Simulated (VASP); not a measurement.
An input for Quantum ESPRESSO's pw.x (written as the equivalent of a VASP run, and not itself run):

```
&CONTROL
  calculation = 'scf'
  pseudo_dir = './pseudo'
  outdir = './out'
  tprnfor = .true.
  tstress = .true.
/
&SYSTEM
  ibrav = 0
  nat = 2
  ntyp = 2
  ecutwfc = 88
  occupations = 'tetrahedra'
  input_dft = 'pw91'
/
&ELECTRONS
  conv_thr = 7.3e-09
  electron_maxstep = 100
/
ATOMIC_SPECIES
  Na 22.990 Na.upf
  H 1.008 H.upf
CELL_PARAMETERS angstrom
     0.0000000    2.4145288    2.4145288
     2.4145288    0.0000000    2.4145288
     2.4145288    2.4145288    0.0000000
ATOMIC_POSITIONS crystal
  Na   0.0000000  0.0000000  0.0000000
  H    0.5000000  0.5000000  0.5000000
K_POINTS automatic
  11 11 11 0 0 0
```

**Question.** Write the VASP files for the same calculation (PW91).

**Answer.** Several could match; the one computed here: 
File POSCAR:
```
NaH
1
    0.0000000000     2.4145288159     2.4145288159
    2.4145288159     0.0000000000     2.4145288159
    2.4145288159     2.4145288159     0.0000000000
Na H
1 1
Direct
  0.0000000000   0.0000000000   0.0000000000
  0.5000000000   0.5000000000   0.5000000000
```

INCAR:
```
PREC = Accurate
GGA = 91
ISMEAR = -5
LREAL = .FALSE.   # projection in real space or not
LWAVE = .FALSE.
EDIFF = 1E-7   # SCF stop (eV)
SYSTEM = NaH
ENCUT = 520
ALGO = Normal   # blocked Davidson
ISIF = 2   # forces and stress, cell fixed
NEDOS = 601   # DOS grid
LASPH = .TRUE.   # aspherical one-centre terms
LORBIT = 11
LCHARG = .TRUE.
NELM = 100   # most electronic steps
```

File KPOINTS:
```
Regular mesh
0
gamma
 11 11 11
```

POTCAR, in this order: Na_pv H (PBE.64 set). Program: vasp_std.

Limits of the translation: the potentials are each code's own (VASP's PAW set, PseudoDojo norm-conserving files in pw.x), so ENCUT and ecutwfc are chosen apart and not converted; conv_thr bounds pw.x's estimated SCF error, while EDIFF bounds the energy change between steps.

The compound is NaH in the rock salt structure. It was relaxed first.
